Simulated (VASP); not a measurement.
Computed with PBEsol GGA, VASP's PBE PAW potentials (set 64) (plane waves; VASP).

VASP input:

POSCAR:
```
Ag(110) slab
1.0
  2.8643846789   0.0000000000   0.0000000000
  0.0000000000   4.0508512896   0.0000000000
  0.0000000000   0.0000000000  26.3139605475
Ag
8
Cartesian
  0.0000000000   0.0000000000   8.1443023593
  1.4321923395   2.0254256448   9.5764922900
  0.0000000000   0.0000000000  11.0086822207
  1.4321923395   2.0254256448  12.4408721514
  0.0000000000   0.0000000000  13.8730883961
  1.4321923395   2.0254256448  15.3052783268
  0.0000000000   0.0000000000  16.7374682575
  1.4321923395   2.0254256448  18.1696581882
```

File KPOINTS:
```
K-points
0
Gamma
  10 7 1
0 0 0
```

INCAR:
```
SYSTEM = Ag(110) slab
PREC = Normal; ENCUT = 400; LREAL = F
LASPH = T
EDIFF = 1E-5; NELM = 100; NELMIN = 4
ALGO = Normal; LMAXMIX = 4
ISMEAR = 1; SIGMA = 0.1
GGA = PS
IBRION = 2; NSW = 50; ISIF = 2
EDIFFG = -0.03
LWAVE = T; LCHARG = F
DIPOL = 0.5 0.5 0.5
LDIPOL = T; IDIPOL = 3
```

POTCAR, in this order: Ag (PBE.64 set). Program: vasp_std.

The resulting files:

OUTCAR:
```
 ion  position               nearest neighbor table
   1  0.000  0.000  0.310-   3 2.86   2 2.86   2 2.86   2 2.86   2 2.86
   2  0.500  0.500  0.364-   4 2.86   1 2.86   1 2.86   1 2.86   1 2.86   3 2.86   3 2.86   3 2.86
                             3 2.86
   3  0.000  0.000  0.418-   1 2.86   4 2.86   4 2.86   4 2.86   4 2.86   2 2.86   2 2.86   2 2.86
                             2 2.86   5 2.86
   4  0.500  0.500  0.473-   2 2.86   3 2.86   3 2.86   3 2.86   3 2.86   5 2.86   5 2.86   5 2.86
                             5 2.86   6 2.86
   5  0.000  0.000  0.527-   7 2.86   6 2.86   6 2.86   6 2.86   6 2.86   4 2.86   4 2.86   4 2.86
                             4 2.86   3 2.86
   6  0.500  0.500  0.582-   8 2.86   5 2.86   5 2.86   5 2.86   5 2.86   7 2.86   7 2.86   7 2.86
                             7 2.86   4 2.86
   7  0.000  0.000  0.636-   5 2.86   8 2.86   8 2.86   8 2.86   8 2.86   6 2.86   6 2.86   6 2.86
                             6 2.86
   8  0.500  0.500  0.690-   6 2.86   7 2.86   7 2.86   7 2.86   7 2.86
  LATTYP: Found a simple orthorhombic cell.
 ALAT       =     2.8643846789
 B/A-ratio  =     1.4142134328
 C/A-ratio  =     9.1866014859
 Subroutine PRICEL returns:
 Original cell was already a primitive cell.
 Subroutine GETGRP returns: Found  8 space group operations
The static configuration has the point symmetry C_2v.
 The point group associated with its full space group is D_2h.
The dynamic configuration has the point symmetry C_2v.
 Subroutine INISYM returns: Found  8 space group operations
 Subroutine IBZKPT returns following result:
 Found     24 irreducible k-points:

 Following reciprocal coordinates:
            Coordinates               Weight
  0.000000  0.000000  0.000000      1.000000
  0.100000  0.000000  0.000000      2.000000
  0.200000  0.000000  0.000000      2.000000
  0.300000  0.000000  0.000000      2.000000
  0.400000  0.000000  0.000000      2.000000
  0.500000  0.000000  0.000000      1.000000
  0.000000  0.142857  0.000000      2.000000
  0.100000  0.142857  0.000000      4.000000
  0.200000  0.142857  0.000000      4.000000
...
```

**OSZICAR**
```
       N       E                     dE             d eps       ncg     rms          rms(c)
DAV:   1     0.499127624986E+03    0.49913E+03   -0.36830E+04  2496   0.122E+03
DAV:   2    -0.918632685062E+01   -0.50831E+03   -0.49051E+03  2792   0.291E+02
DAV:   3    -0.269720483476E+02   -0.17786E+02   -0.17527E+02  2736   0.536E+01
DAV:   4    -0.272424735029E+02   -0.27043E+00   -0.26994E+00  2948   0.676E+00
DAV:   5    -0.272477193959E+02   -0.52459E-02   -0.52446E-02  2824   0.919E-01    0.151E+01
DAV:   6    -0.247960976338E+02    0.24516E+01   -0.91555E+00  2612   0.178E+01    0.906E+00
DAV:   7    -0.247081434326E+02    0.87954E-01   -0.21976E-01  2672   0.215E+00    0.472E+00
DAV:   8    -0.246832243267E+02    0.24919E-01   -0.27151E-02  2760   0.183E+00    0.333E-01
DAV:   9    -0.246823425939E+02    0.88173E-03   -0.92298E-03  2740   0.123E+00    0.116E-01
DAV:  10    -0.246823745292E+02   -0.31935E-04   -0.10125E-03  2768   0.300E-01    0.519E-02
DAV:  11    -0.246823722071E+02    0.23220E-05   -0.25537E-04  2736   0.138E-01    0.279E-02
DAV:  12    -0.246823578562E+02    0.14351E-04   -0.12491E-04  2564   0.925E-02    0.179E-02
DAV:  13    -0.246823871312E+02   -0.29275E-04   -0.53210E-05  2436   0.789E-02    0.180E-02
DAV:  14    -0.246824627184E+02   -0.75587E-04   -0.51242E-05  2140   0.613E-02    0.119E-02
DAV:  15    -0.246824991568E+02   -0.36438E-04   -0.78096E-06  1604   0.219E-02    0.435E-03
DAV:  16    -0.246825367553E+02   -0.37598E-04   -0.53518E-06  1564   0.192E-02    0.253E-03
DAV:  17    -0.246825559563E+02   -0.19201E-04   -0.21076E-06  1600   0.665E-03    0.147E-03
DAV:  18    -0.246825702126E+02   -0.14256E-04   -0.17885E-06  1624   0.384E-03    0.832E-04
DAV:  19    -0.246825769917E+02   -0.67791E-05   -0.29231E-07  1536   0.219E-03
   1 F= -.24682577E+02 E0= -.24682572E+02  d E =-.246826E+02
       N       E                     dE             d eps       ncg     rms          rms(c)
DAV:   1    -0.246972410207E+02   -0.14671E-01   -0.70887E+00  2496   0.105E+01    0.165E-01
DAV:   2    -0.247013010001E+02   -0.40600E-02   -0.41939E-02  2660   0.126E+00    0.148E-01
DAV:   3    -0.247012306815E+02    0.70319E-04   -0.75919E-04  2736   0.164E-01    0.946E-02
DAV:   4    -0.247011432328E+02    0.87449E-04   -0.31370E-04  2608   0.956E-02    0.351E-02
DAV:   5    -0.247011486777E+02   -0.54449E-05   -0.28548E-05  1756   0.497E-02
   2 F= -.24701149E+02 E0= -.24701046E+02  d E =-.185717E-01
       N       E                     dE             d eps       ncg     rms          rms(c)
DAV:   1    -0.246888406865E+02    0.12303E-01   -0.64181E+01  2496   0.316E+01    0.563E-01
DAV:   2    -0.247260735080E+02   -0.37233E-01   -0.38572E-01  2648   0.380E+00    0.452E-01
DAV:   3    -0.247252631507E+02    0.81036E-03   -0.69959E-03  2768   0.495E-01    0.268E-01
DAV:   4    -0.247245571357E+02    0.70601E-03   -0.26615E-03  2640   0.309E-01    0.938E-02
DAV:   5    -0.247245696261E+02   -0.12490E-04   -0.25987E-04  2704   0.164E-01    0.272E-02
DAV:   6    -0.247245420804E+02    0.27546E-04   -0.78388E-05  2632   0.541E-02    0.162E-02
DAV:   7    -0.247245435322E+02   -0.14518E-05   -0.16871E-05  1568   0.305E-02
   3 F= -.24724544E+02 E0= -.24724425E+02  d E =-.419665E-01
       N       E                     dE             d eps       ncg     rms          rms(c)
DAV:   1    -0.247245352827E+02    0.67977E-05   -0.72746E-02  2504   0.106E+00    0.175E-02
DAV:   2    -0.247245784230E+02   -0.43140E-04   -0.43056E-04  2668   0.127E-01    0.150E-02
DAV:   3    -0.247245783372E+02    0.85831E-07   -0.66740E-06  1460   0.158E-02    0.964E-03
DAV:   4    -0.247245799793E+02   -0.16421E-05   -0.43370E-06  1444   0.966E-03
   4 F= -.24724580E+02 E0= -.24724460E+02  d E =-.420030E-01
       N       E                     dE             d eps       ncg     rms          rms(c)
DAV:   1    -0.247251875266E+02   -0.60919E-03   -0.57478E-01  2496   0.303E+00    0.307E-02
DAV:   2    -0.247254744003E+02   -0.28687E-03   -0.29452E-03  2668   0.344E-01    0.271E-02
DAV:   3    -0.247254650962E+02    0.93042E-05   -0.41916E-05  2512   0.358E-02    0.207E-02
DAV:   4    -0.247254551434E+02    0.99528E-05   -0.44389E-05  2536   0.325E-02
   5 F= -.24725455E+02 E0= -.24725359E+02  d E =-.875164E-03
       N       E                     dE             d eps       ncg     rms          rms(c)
DAV:   1    -0.247251136837E+02    0.35141E-03   -0.19921E+00  2496   0.565E+00    0.587E-02
DAV:   2    -0.247261164099E+02   -0.10027E-02   -0.10258E-02  2612   0.641E-01    0.499E-02
DAV:   3    -0.247260844632E+02    0.31947E-04   -0.15205E-04  2832   0.683E-02    0.374E-02
DAV:   4    -0.247260509255E+02    0.33538E-04   -0.12766E-04  2616   0.579E-02    0.870E-03
DAV:   5    -0.247260513208E+02   -0.39534E-06   -0.58841E-06  1424   0.275E-02
   6 F= -.24726051E+02 E0= -.24726008E+02  d E =-.147134E-02
```

**OUTCAR**
```
------------------------ aborting loop because EDIFF is reached ----------------------------------------
  FORCE on cell =-STRESS in cart. coord.  units (eV):
  Direction    XX          YY          ZZ          XY          YZ          ZX
  --------------------------------------------------------------------------------------
  Total       -1.4482884     -2.0426122     -0.7916657      0.0000000      0.0000000      0.0000000
  in kB       -7.5997929    -10.7184661     -4.1542111      0.0000000      0.0000000      0.0000000
  external PRESSURE =      -7.4908234 kB  Pullay stress =       0.0000000 kB
  volume of cell :      305.33
      direct lattice vectors                 reciprocal lattice vectors
     2.864384679  0.000000000  0.000000000     0.349115120  0.000000000  0.000000000
     0.000000000  4.050851290  0.000000000     0.000000000  0.246861691  0.000000000
     0.000000000  0.000000000 26.313960547     0.000000000  0.000000000  0.038002641
 POSITION                                       TOTAL-FORCE (eV/Angst)
 -----------------------------------------------------------------------------------
      0.00000      0.00000      8.21640         0.000000      0.000000      0.021013
      1.43219      2.02543      9.51985         0.000000      0.000000      0.024510
      0.00000      0.00000     11.02046         0.000000      0.000000      0.003334
      1.43219      2.02543     12.42969         0.000000      0.000000      0.025375
      0.00000      0.00000     13.88427         0.000000      0.000000     -0.025375
      1.43219      2.02543     15.29350         0.000000      0.000000     -0.003334
      0.00000      0.00000     16.79411         0.000000      0.000000     -0.024510
      1.43219      2.02543     18.09756         0.000000      0.000000     -0.021013
 -----------------------------------------------------------------------------------
    total drift:                                0.000000     -0.000000      0.000000
  FREE ENERGIE OF THE ION-ELECTRON SYSTEM (eV)
  ---------------------------------------------------
  free  energy   TOTEN  =       -24.7260513208 eV

  energy  without entropy=      -24.7259201570  energy(sigma->0) =      -24.72600760

 reached required accuracy - stopping structural energy minimisation
```
(Selected blocks of OUTCAR.)

### CONTCAR
```
Ag(110) slab
   1.00000000000000
     2.8643846789000000    0.0000000000000000    0.0000000000000000
     0.0000000000000000    4.0508512895999997    0.0000000000000000
     0.0000000000000000    0.0000000000000000   26.3139605474999989
  Ag
     8
Direct
     0.0000000000000000    0.0000000000000000    0.3122450277435520
     0.5000000000000000    0.5000000000000000    0.3617792791166691
     0.0000000000000000    0.0000000000000000    0.4188065366532516
     0.5000000000000000    0.5000000000000000    0.4723612225835790
     0.0000000000000000    0.0000000000000000    0.5276387774164208
     0.5000000000000000    0.5000000000000000    0.5811934633467485
     0.0000000000000000    0.0000000000000000    0.6382207208833309
     0.5000000000000000    0.5000000000000000    0.6877549722564479
```

**OUTCAR**
```
 val. band max:        1.3402633670   @ k =   0.5000   0.4286   0.0000

 cond. band min:       1.3838932748   @ k =   0.5000   0.0000   0.0000


 Fermi energy:         1.3705525941

 k-point     1 :       0.0000    0.0000    0.0000
  band No.  band energies     occupation
      1      -6.4121      2.00000
      2      -5.6767      2.00000
      3      -5.1329      2.00000
      4      -4.9419      2.00000
      5      -4.8800      2.00000
      6      -4.7854      2.00000
      7      -4.5477      2.00000
      8      -4.4067      2.00000
      9      -4.1610      2.00000
     10      -4.1528      2.00000
     11      -3.8953      2.00000
     12      -3.8589      2.00000
     13      -3.7323      2.00000
     14      -3.6654      2.00000
     15      -3.5757      2.00000
     16      -3.4627      2.00000
     17      -3.4612      2.00000
     18      -3.3635      2.00000
     19      -3.3484      2.00000
     20      -3.3386      2.00000
     21      -3.2656      2.00000
     22      -3.0259      2.00000
     23      -3.0065      2.00000
     24      -2.9810      2.00000
     25      -2.8976      2.00000
     26      -2.8096      2.00000
     27      -2.7789      2.00000
     28      -2.6171      2.00000
     29      -2.5974      2.00000
     30      -2.5668      2.00000
     31      -2.4235      2.00000
     32      -2.4106      2.00000
     33      -2.3003      2.00000
     34      -2.2351      2.00000
     35      -2.1979      2.00000
     36      -2.0966      2.00000
     37      -1.8979      2.00000
     38      -1.7788      2.00000
     39      -1.7046      2.00000
     40      -1.7030      2.00000
     41      -1.6382      2.00000
     42      -1.4701      2.00000
     43      -1.3950      2.00000
     44      -0.6369      2.00000
     45       0.8378      2.00000
     46       2.6787     -0.00000
     47       3.3995      0.00000
     48       4.5400      0.00000
     49       4.7775      0.00000
     50       5.6224      0.00000
     51       5.7187      0.00000
...
```

The cell is a thin slab with vacuum, built from Ag (fcc): (110) face.
